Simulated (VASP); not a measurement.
Output of a VASP run:

### OUTCAR
```
 ion  position               nearest neighbor table
   1  0.333  0.667  0.250-   2 3.56   2 3.56   2 3.56   2 3.56   2 3.56   2 3.56
   2  0.667  0.333  0.750-   1 3.56   1 3.56   1 3.56   1 3.56   1 3.56   1 3.56
  LATTYP: Found a hexagonal cell.
 ALAT       =     3.6500002392
 C/A-ratio  =     1.5698629108
 Subroutine PRICEL returns:
 Original cell was already a primitive cell.
 Subroutine GETGRP returns: Found 24 space group operations
The static configuration has the point symmetry D_3d.
 The point group associated with its full space group is D_6h.
The dynamic configuration has the point symmetry D_3d.
 Subroutine INISYM returns: Found 24 space group operations
 Subroutine IBZKPT returns following result:
 Found     56 irreducible k-points:

 Following reciprocal coordinates:
            Coordinates               Weight
  0.000000  0.000000  0.000000      1.000000
  0.100000 -0.000000  0.000000      6.000000
  0.200000 -0.000000  0.000000      6.000000
  0.300000 -0.000000  0.000000      6.000000
  0.400000 -0.000000  0.000000      6.000000
  0.500000  0.000000  0.000000      3.000000
  0.100000  0.100000  0.000000      6.000000
  0.200000  0.100000  0.000000     12.000000
  0.300000  0.100000  0.000000     12.000000
  0.400000  0.100000  0.000000     12.000000
  0.200000  0.200000  0.000000      6.000000
  0.300000  0.200000  0.000000     12.000000
  0.400000  0.200000  0.000000      6.000000
  0.300000  0.300000  0.000000      6.000000
  0.000000  0.000000  0.166667      2.000000
  0.100000 -0.000000  0.166667     12.000000
  0.200000 -0.000000  0.166667     12.000000
  0.300000 -0.000000  0.166667     12.000000
  0.400000 -0.000000  0.166667     12.000000
  0.500000  0.000000  0.166667      6.000000
  0.100000  0.100000  0.166667     12.000000
  0.200000  0.100000  0.166667     24.000000
  0.300000  0.100000  0.166667     24.000000
  0.400000  0.100000  0.166667     24.000000
  0.200000  0.200000  0.166667     12.000000
  0.300000  0.200000  0.166667     24.000000
  0.400000  0.200000  0.166667     12.000000
  0.300000  0.300000  0.166667     12.000000
  0.000000  0.000000  0.333333      2.000000
  0.100000 -0.000000  0.333333     12.000000
  0.200000 -0.000000  0.333333     12.000000
  0.300000 -0.000000  0.333333     12.000000
  0.400000 -0.000000  0.333333     12.000000
  0.500000  0.000000  0.333333      6.000000
  0.100000  0.100000  0.333333     12.000000
  0.200000  0.100000  0.333333     24.000000
  0.300000  0.100000  0.333333     24.000000
  0.400000  0.100000  0.333333     24.000000
  0.200000  0.200000  0.333333     12.000000
  0.300000  0.200000  0.333333     24.000000
   k-points           NKPTS =     56   k-points in BZ     NKDIM =     56   number of bands    NBANDS=     15
   number of dos      NEDOS =    301   number of ions     NIONS =      2
   total plane-waves  NPLWV =  37632
   dimension x,y,z NGX =    28 NGY =   28 NGZ =   48
   dimension x,y,z NGXF=    56 NGYF=   56 NGZF=   96
   ions per type =               2
   PREC   = accura    normal or accurate (medium, high low for compatibility)
   ISTART =      0    job   : 0-new  1-cont  2-samecut
   ICHARG =      2    charge: 1-file 2-atom 10-const
   ISPIN  =      1    spin polarized calculation?
   LNONCOLLINEAR =      F non collinear calculations
   LSORBIT =      F    spin-orbit coupling
   INIWAV =      1    electr: 0-lowe 1-rand  2-diag
   ENCUT  =  520.0 eV  38.22 Ry    6.18 a.u.   6.79  6.79 10.65*2*pi/ulx,y,z
   NELM   =    100;   NELMIN=  2; NELMDL= -5     # of ELM steps
   EDIFF  = 0.1E-05   stopping-criterion for ELM
   LREAL  =      F    real-space projection
   NLSPLINE    = F    spline interpolate recip. space projectors
   LMAXMIX     =    4 max onsite mixed and CHGCAR
   VOSKOWN=      0    Vosko Wilk Nusair interpolation
   EDIFFG = -.1E-01   stopping-criterion for IOM
   NSW    =     60    number of steps for IOM
...
```

### OSZICAR
```
...
DAV:  14    -0.128687277831E+02   -0.83714E-07   -0.12610E-07  1043   0.272E-03
   1 F= -.13534158E+02 E0= -.13535349E+02  d E =-.135342E+02
       N       E                     dE             d eps       ncg     rms          rms(c)
DAV:   1    -0.135244784064E+02   -0.65575E+00   -0.14620E+01  2447   0.276E+01    0.575E+00
DAV:   2    -0.129449424633E+02    0.57954E+00   -0.13811E+00  2198   0.860E+00    0.269E+00
DAV:   3    -0.128003886945E+02    0.14455E+00   -0.10876E+00  2601   0.583E+00    0.160E+00
DAV:   4    -0.128253133088E+02   -0.24925E-01   -0.10370E-01  1978   0.186E+00    0.717E-01
DAV:   5    -0.128453031956E+02   -0.19990E-01   -0.46684E-02  3025   0.877E-01    0.370E-01
DAV:   6    -0.128455744875E+02   -0.27129E-03   -0.15024E-03  1848   0.235E-01    0.285E-01
DAV:   7    -0.128478315995E+02   -0.22571E-02   -0.23751E-03  2121   0.375E-01    0.995E-02
DAV:   8    -0.128478572707E+02   -0.25671E-04   -0.17066E-04  2496   0.590E-02    0.490E-02
DAV:   9    -0.128478625089E+02   -0.52382E-05   -0.25476E-05  2659   0.194E-02    0.301E-02
DAV:  10    -0.128478622321E+02    0.27679E-06   -0.13103E-06  1162   0.751E-03
   2 F= -.13557913E+02 E0= -.13558849E+02  d E =-.237552E-01
       N       E                     dE             d eps       ncg     rms          rms(c)
DAV:   1    -0.128705398248E+02   -0.22677E-01   -0.32444E-01  2354   0.411E+00    0.870E-01
DAV:   2    -0.128578809822E+02    0.12659E-01   -0.38777E-02  2160   0.138E+00    0.426E-01
DAV:   3    -0.128545696681E+02    0.33113E-02   -0.30416E-02  2618   0.971E-01    0.277E-01
DAV:   4    -0.128550195984E+02   -0.44993E-03   -0.23951E-03  2017   0.305E-01    0.135E-01
DAV:   5    -0.128555711996E+02   -0.55160E-03   -0.94446E-04  3117   0.141E-01    0.588E-02
DAV:   6    -0.128555995205E+02   -0.28321E-04   -0.65848E-05  2103   0.636E-02    0.181E-02
DAV:   7    -0.128556243828E+02   -0.24862E-04   -0.49262E-05  2998   0.303E-02    0.806E-03
DAV:   8    -0.128556247934E+02   -0.41058E-06   -0.24835E-06  1580   0.864E-03
   3 F= -.13558725E+02 E0= -.13559738E+02  d E =-.245674E-01
       N       E                     dE             d eps       ncg     rms          rms(c)
DAV:   1    -0.128591645784E+02   -0.35402E-02   -0.13607E-01  1680   0.299E+00    0.279E-01
DAV:   2    -0.128575453117E+02    0.16193E-02   -0.41771E-03  1820   0.474E-01    0.148E-01
DAV:   3    -0.128568553551E+02    0.68996E-03   -0.21556E-03  2107   0.342E-01    0.857E-02
DAV:   4    -0.128568678276E+02   -0.12473E-04   -0.81105E-05  2093   0.659E-02    0.442E-02
DAV:   5    -0.128568636513E+02    0.41763E-05   -0.29327E-05  2156   0.374E-02    0.980E-03
DAV:   6    -0.128568638585E+02   -0.20716E-06   -0.11851E-06   974   0.798E-03
   4 F= -.13559339E+02 E0= -.13560374E+02  d E =-.614304E-03
       N       E                     dE             d eps       ncg     rms          rms(c)
DAV:   1    -0.128586820443E+02   -0.18184E-02   -0.75478E-02  1680   0.223E+00    0.210E-01
DAV:   2    -0.128577882157E+02    0.89383E-03   -0.23046E-03  1827   0.352E-01    0.111E-01
DAV:   3    -0.128574076488E+02    0.38057E-03   -0.11903E-03  2114   0.255E-01    0.636E-02
DAV:   4    -0.128574139904E+02   -0.63416E-05   -0.44593E-05  2078   0.490E-02    0.326E-02
DAV:   5    -0.128574113727E+02    0.26178E-05   -0.15709E-05  2184   0.275E-02    0.724E-03
DAV:   6    -0.128574115438E+02   -0.17114E-06   -0.62483E-07   910   0.585E-03
   5 F= -.13559434E+02 E0= -.13560452E+02  d E =-.708868E-03
```

**OUTCAR**
```
------------------------ aborting loop because EDIFF is reached ----------------------------------------
 Edisp (eV)   -0.70202
  FORCE on cell =-STRESS in cart. coord.  units (eV):
  Direction    XX          YY          ZZ          XY          YZ          ZX
  --------------------------------------------------------------------------------------
  Total      -0.00724    -0.00724     0.01111     0.00000     0.00000     0.00000
  in kB      -0.18474    -0.18474     0.28346     0.00000     0.00000     0.00000
  external pressure =       -0.03 kB  Pullay stress =        0.00 kB
  volume of cell :       62.77
      direct lattice vectors                 reciprocal lattice vectors
     1.805214176 -3.126722938 -0.000000000     0.276975445 -0.159911834  0.000000000
     1.805214176  3.126722938  0.000000000     0.276975445  0.159911834 -0.000000000
     0.000000000  0.000000000  5.560451425     0.000000000 -0.000000000  0.179841513
 POSITION                                       TOTAL-FORCE (eV/Angst)
 -----------------------------------------------------------------------------------
      1.80521      1.04224      1.39011         0.000000     -0.000000      0.000000
      1.80521     -1.04224      4.17034        -0.000000      0.000000      0.000000
 -----------------------------------------------------------------------------------
    total drift:                                0.000000      0.000512     -0.000010
  FREE ENERGIE OF THE ION-ELECTRON SYSTEM (eV)
  ---------------------------------------------------
  free  energy   TOTEN  =       -13.5594339715 eV

  energy  without entropy=      -13.5624874969  energy(sigma->0) =      -13.56045181

 reached required accuracy - stopping structural energy minimisation
```
(Selected blocks of OUTCAR.)

**POSCAR**
```
Y
1
    1.8250000000    -3.1609930000     0.0000000000
    1.8250000000     3.1609930000     0.0000000000
    0.0000000000     0.0000000000     5.7300000000
Y
2
Direct
  0.3333330000   0.6666670000   0.2500000000
  0.6666670000   0.3333330000   0.7500000000
```

Problem. Write an INCAR and KPOINTS that could have produced this output.

Solution. Several could match; the one computed here: the input of the run itself, PBE GGA with D3 dispersion (Becke-Johnson damping), plane waves, VASP's PBE PAW potentials (set 64).

### KPOINTS
```
Regular mesh
0
G
 10 10 6
0 0 0
```

### INCAR
```
SYSTEM = Y
PREC = Accurate
ENCUT = 520
EDIFF = 1E-6
NELM = 100
ALGO = Normal
LREAL = .FALSE.
LASPH = .TRUE.
ISMEAR = 1
SIGMA = 0.1
GGA = PE
IVDW = 12
LMAXMIX = 4
LWAVE = .FALSE.
LCHARG = .FALSE.
IBRION = 2
ISIF = 3
NSW = 60
EDIFFG = -0.01
```

POTCAR, in this order: Y_sv (PBE.64 set). Program: vasp_std.

Energy and stress use the plane-wave basis of the starting cell.

The compound is Y in the hcp structure. This run relaxes it. Symmetry was kept, so distortions that lower it aren't found.
